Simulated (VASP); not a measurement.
# MnC (relaxed from the wurtzite structure, space group P6_3/mmc): computed properties

Method: PBEsol GGA, VASP's PBE PAW potentials (set 64) (plane waves; VASP 6.6.1).

| Item | Result |
|---|---|
| space group | P6_3/mmc (194) |
| cell | a = 3.2982 Å, b = 3.2982 Å, c = 3.8997 Å, α = 90.00°, β = 90.00°, γ = 120.00° |
| volume per atom | 9.18 Å³/atom |
| band gap (over mesh and band path) | none (metal, semimetal or under 0.01 eV) |
| cell moment | 2.09 μB |
| density | 6.05 g/cm³ |

```
CELL_PARAMETERS angstrom
      3.29823     0.00000     0.00000
     -1.64912     2.85635     0.00000
      0.00000     0.00000     3.89966
ATOMIC_POSITIONS crystal
  Mn 0.33333 0.66667 0.93753
  Mn 0.66667 0.33333 0.43753
  C  0.33333 0.66667 0.43747
  C  0.66667 0.33333 0.93747
```
Starting moments (μB, in the order of the record's atoms Mn Mn C C): 1.2 1.2 -0.1 -0.1.

The structure was generated: MnC was put into the wurtzite type (P6_3mc), which need not be its known phase. It was relaxed first, which changed the volume by -40 %. The relaxed cell has space group P6_3/mmc. Symmetry was kept, so distortions that lower it aren't found.
